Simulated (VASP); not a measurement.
# GeCN2 (R-3m) in VASP: notebook, part 2 of 2

VASP 6.6.1.

## Step 4: Relaxation of cell and atoms, PBEsol

Input file INCAR:

```
SYSTEM = GeCN2
PREC     = Accurate       ! precision mode
ENCUT    = 600            ! plane-wave cutoff, eV
EDIFF    = 1E-6           ! SCF threshold, eV
ISMEAR   = 0              ! smearing method
SIGMA    = 0.02           ! smearing width, eV
LREAL    = .FALSE.        ! projectors in reciprocal space
LASPH    = .TRUE.         ! aspherical terms in the spheres
NELM     = 60             ! most SCF steps
ALGO     = Normal         ! electronic algorithm
ISIF     = 3              ! what is computed and relaxed
LWAVE    = .FALSE.        ! write WAVECAR
LCHARG   = .FALSE.        ! write CHGCAR
GGA      = PS             ! functional
IBRION   = 2              ! ionic algorithm
NSW      = 60             ! ionic steps
EDIFFG   = -0.01          ! ionic threshold
KPAR     = 2
```

Input file KPOINTS:

```
Automatic mesh
0
G
  8 8 8
  0 0 0
```

Input file POSCAR:

```
GeCN2
1.0
    1.7937903697      1.0356453528      4.9219572124
   -1.7937903697      1.0356453528      4.9219572124
    0.0000000000     -2.0712907056      4.9219572124
Ge N C
1 2 1
Direct
    0.0000000000      0.0000000000      0.0000000000
    0.5839044000      0.5839044000      0.5839044000
    0.4160956000      0.4160956000      0.4160956000
    0.5000000000      0.5000000000      0.5000000000
```

Potentials or basis: VASP PAW PBE potentials, release 64 (Ge_d, N, C).

Run with:

```
$ cat potpaw_PBE.64/Ge_d/POTCAR potpaw_PBE.64/N/POTCAR potpaw_PBE.64/C/POTCAR > POTCAR
$ mpirun -np 2 vasp_std > vasp.out
```

OUTCAR:

```text
SYSTEM = GeCN2
   PREC = Accurate
   ENCUT = 600
   EDIFF = 1E-6
   ISMEAR = 0
   LREAL = .FALSE.
   LASPH = .TRUE.
   NELM = 60
   ISIF = 3
   GGA = PS
   IBRION = 2
   NSW = 60
   EDIFFG = -0.01

 ion  position               nearest neighbor table
   1  0.000  0.000  0.000-
   2  0.584  0.584  0.584-   4 1.24
   3  0.416  0.416  0.416-   4 1.24
   4  0.500  0.500  0.500-   2 1.24   3 1.24

  LATTYP: Found a trigonal (rhomboedric) cell.
 ALAT       =     5.3400288377
 COS(alpha) =     0.7743235887

  Lattice vectors:

 A1 = (   1.7937903697,   1.0356453528,   4.9219572124)
 A2 = (  -1.7937903697,   1.0356453528,   4.9219572124)
 A3 = (   0.0000000000,  -2.0712907056,   4.9219572124)

Analysis of symmetry for initial positions (statically):
=====================================================================
[... 803 lines left out ...]

[... ionic steps 4 to 14 ...]

--------------------------------------- Ionic step       15  -------------------------------------------

 number of electron      28.0000001 magnetization

------------------------ aborting loop because EDIFF is reached ----------------------------------------
[... 71 lines left out ...]
--------------------------------------- Ionic step       17  -------------------------------------------

 number of electron      28.0000001 magnetization

 Free energy of the ion-electron system (eV)
  ---------------------------------------------------
  ext. energy  EPLUGINS =         0.00000000
  ---------------------------------------------------
  free energy    TOTEN  =       -30.63542724 eV

  energy without entropy =      -30.63542724  energy(sigma->0) =      -30.63542724

 E-fermi :   4.3254     XC(G=0): -10.2134

 val. band max:        4.1504450161   @ k =   0.5000   0.5000   0.2500
 cond. band min:       4.9991305013   @ k =   0.5000   0.5000   0.5000
 fundamental gap:      0.8486854852
 Fermi energy:         4.3254022650

 k-point     1 :       0.0000    0.0000    0.0000
  band No.  band energies     occupation
      1     -20.5670      2.00000
      2     -20.5654      2.00000
      3     -20.5654      2.00000
      4     -20.5506      2.00000
      5     -20.5506      2.00000
      6     -15.4948      2.00000
[... 526 lines left out ...]
  FREE ENERGIE OF THE ION-ELECTRON SYSTEM (eV)
  ---------------------------------------------------
  free  energy   TOTEN  =       -30.6354272384 eV

  energy  without entropy=      -30.6354272384  energy(sigma->0) =      -30.63542724

 reached required accuracy - stopping structural energy minimisation
```

Run time: 20 min. Hardware: 2 MPI ranks of Intel Xeon Platinum 8375C at 2.90GHz (Ice Lake), shared host; peak memory 0.38 GiB.

Results:

| Property | Result |
| --- | --- |
| Free energy | -30.6354 eV |
| Relaxed volume | 12.95 Å³/atom |
| Relaxed cell | a = 5.292 Å, b = 5.292 Å, c = 5.292 Å, α = 38.59°, β = 38.59°, γ = 38.59° |
| Space group after relaxing (to 0.05 Å) | R-3m (No. 166) |
| Energy gained by relaxing | 8.8 meV/atom |
| Ionic steps | 17 |
| Pressure after relaxing | -0.1 GPa |
| Largest force after relaxing | 0.004 eV/Å |
| Band gap on the k mesh | 0.85 eV, indirect (least direct gap 1.68 eV) |

Forces in eV/Å, atoms in the order of the input:
```
Ge   0.000  0.000  0.000
N    0.000  0.000  0.004
N    0.000  0.000 -0.004
C    0.000  0.000  0.000
```

The path:
| step | energy change (eV) | largest force (eV/Å) | pressure (GPa) | volume (Å³) |
| --- | --- | --- | --- | --- |
| 1 | 0.0000 | 0.1840 | -3.30 | 54.86 |
| 2 | -0.0283 | 0.4713 | 0.32 | 52.65 |
| 3 | -0.0289 | 0.5193 | 0.70 | 52.29 |
| 4 | -0.0178 | 1.1122 | -1.86 | 51.48 |
| 5 | -0.0334 | 0.0691 | 0.12 | 52.01 |
| 6 | -0.0334 | 0.0514 | -0.08 | 52.02 |
| 7 | -0.0338 | 0.0426 | 0.01 | 52.00 |
| 8 | -0.0347 | 0.0131 | -0.11 | 51.93 |
| 9 | -0.0349 | 0.0480 | -0.10 | 51.80 |
| 10 | -0.0350 | 0.0247 | -0.01 | 51.85 |
| 11 | -0.0349 | 0.1043 | -0.34 | 51.84 |
| 12 | -0.0350 | 0.0001 | -0.15 | 51.85 |
| 13 | -0.0351 | 0.0271 | -0.06 | 51.81 |
| 14 | -0.0351 | 0.0154 | -0.17 | 51.82 |
| 15 | -0.0351 | 0.0198 | -0.09 | 51.82 |
| 16 | -0.0351 | 0.0210 | 0.04 | 51.79 |
| 17 | -0.0351 | 0.0041 | -0.07 | 51.80 |

Final structure:
```
CELL_PARAMETERS angstrom
1.74845 1.00947 4.89126
-1.74845 1.00947 4.89126
0.00000 -2.01894 4.89126
ATOMIC_POSITIONS crystal
Ge 0.00000 0.00000 0.00000
N 0.58444 0.58444 0.58444
N 0.41556 0.41556 0.41556
C 0.50000 0.50000 0.50000
```

Caveat: the standard files for N, O and F lose accuracy on very short bonds; the PAW data sets were made with another functional, which shifts forces and pressure a little.

## Step 5: The runs side by side

```csv
task,level,potentials or basis,cell,k mesh,cutoff (eV),ladder,gap on the mesh (eV),pressure (GPa),relaxed volume (Å³/atom)
single point,PBE,"VASP PAW PBE potentials, release 64 (Ge_d_GW, N_GW, C_GW)",as given,5 × 5 × 5,500,-,1.44,-0.8,-
relaxation of cell and atoms,PBE+D3(BJ),"VASP PAW PBE potentials, release 64 (Ge_d, N, C)",relaxed,8 × 8 × 8,600,gaps,1.12,0.0,13.97
relaxation of cell and atoms,PBEsol,"VASP PAW PBE potentials, release 64 (Ge_d, N, C)",relaxed,8 × 8 × 8,600,gaps,0.85,-0.1,12.95
```

Alike in all rows: no spin polarisation; smearing gaussian 0.02 eV.

Caveats: the standard files for N, O and F lose accuracy on very short bonds; the cutoff is under 1.25 times the usual one of these potentials, so pressure, stress and relaxed cells hold a basis-set (Pulay) error (some runs); an odd mesh through Γ misses points on the zone boundary, where band edges often lie (some runs); the PAW data sets were made with another functional, which shifts forces and pressure a little (some runs).

Absolute energies hang on the potentials; compare differences alone.
